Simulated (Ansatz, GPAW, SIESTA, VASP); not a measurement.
# Zr3S2: programs and potentials compared

```
Zr S
1.0
     2.90254    1.67578    3.48777
    -2.90254    1.67578    3.48777
     0.00000   -3.35156    3.48777
Zr S
3 2
Cartesian
  1.0142 1.7549 5.1890
  0.9705 -1.7382 5.2521
  -2.0798 0.0035 5.2125
  -0.0217 -0.0022 6.9142
  -0.0380 0.0046 3.5445
```

The cell comes from a database or a generator and needn't be the stable form of this composition.

Atoms were shifted at random by some hundredths of an Å from the given cell, which wasn't relaxed again for these runs.

Alike in all runs: task single point; functional PBEsol; k mesh 6 × 6 × 6; occupations fermi-dirac, width 0.05 eV; no spin polarisation; no spin-orbit coupling. A missing gap at this level doesn't show that the real crystal is a metal. Pressure is positive in compression and, in plane waves, holds the error of the finite cutoff, which Ansatz's Pulay term estimates and takes out.

| program and potentials | plane-wave cutoff (eV) | notes | band gap (eV) | pressure (GPa) | largest force (eV/Å) | energy over the undisturbed cell (meV/atom) |
| --- | --- | --- | --- | --- | --- | --- |
| Ansatz, Ansatz PAW | 420 | potentials made for PBE, which Ansatz adapts in part | no gap | -5.65 | 0.886 | 21.27 |
| SIESTA, files PseudoDojo sr-pbesol-0.4.1-standard, DZP (energy shift 0.003 Ry; two zetas on semicore shells) | - | atomic basis | no gap | -4.13 | 0.805 | 16.93 |
| VASP, PBE PAW files S, Zr_sv, 520 eV | 520 | potentials made for PBE | no gap | -5.52 | 0.881 | - |
| GPAW, PAW data sets generated for this functional | 600 | - | no gap | -6.07 | 0.896 | 21.76 |

Force on atom 3 (Zr), eV/Å:

```
                                                                                      program and potentials      x      y      z
                                                                                          Ansatz, Ansatz PAW  0.869  0.028  0.169
SIESTA, files PseudoDojo sr-pbesol-0.4.1-standard, DZP (energy shift 0.003 Ry; two zetas on semicore shells)  0.783  0.040  0.181
                                                                        VASP, PBE PAW files S, Zr_sv, 520 eV  0.864  0.029  0.171
                                                           GPAW, PAW data sets generated for this functional  0.879  0.028  0.169
```

None finds a gap. The pressure spans -6.07 (GPAW, PAW data sets generated for this functional) to -4.13 GPa (SIESTA, files PseudoDojo sr-pbesol-0.4.1-standard, DZP (energy shift 0.003 Ry; two zetas on semicore shells)). Rows in atomic bases carry the error of their basis and grid, which can be large.

The functional is the same throughout but for its coding, so the spread measures potentials, basis and numerics; runs on potential files found faulty are left out.
